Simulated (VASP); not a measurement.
Runs of VASP 6.6.1 on OGaF3H2. The cell holds a molecule in a box, 7 atoms: a = 12.000 Å, b = 13.000 Å, c = 12.000 Å, α = 90.00°, β = 90.00°, γ = 90.00°. 

```csv
task,level,potentials or basis,cell,cutoff (eV),grid for exact exchange (PRECFOCK),exchange at q = 0,gap on the mesh (eV),largest force (eV/Å)
single point,B3LYP+D3(BJ),"VASP PAW PBE potentials, release 64 (O_h, Ga_h, F_h, H_h)",as given,900,Fast,truncated,(a),0.20
electron localisation function,PBE,"VASP PAW PBE potentials, release 64 (O, Ga_d, F, H)",as given,520,-,-,6.32,0.58
atomic charges,PBE+TS,"VASP PAW PBE potentials, release 64 (O, Ga_d, F, H)",as given,520,-,-,6.32,0.59
single point,PBE,"VASP PAW PBE potentials, release 64 (O, Ga_d, F, H)",as given,520,-,-,6.32,0.58
single point,PBE,"VASP PAW PBE potentials, release 64 (O, Ga_d, F, H)","atoms moved at random, drawn with an rms of 0.05 Å",520,-,-,6.27,0.75
```

Alike in all rows: no spin polarisation; k mesh 1 × 1 × 1; smearing gaussian 0.01 eV.

Question: Fill in the values left out.

Answer: (a) 8.64.

Caveats: the PAW data sets were made with another functional, which shifts forces and pressure a little (some runs).

A k mesh can miss the band edges, and the runs leave out spin-orbit coupling on Ga.
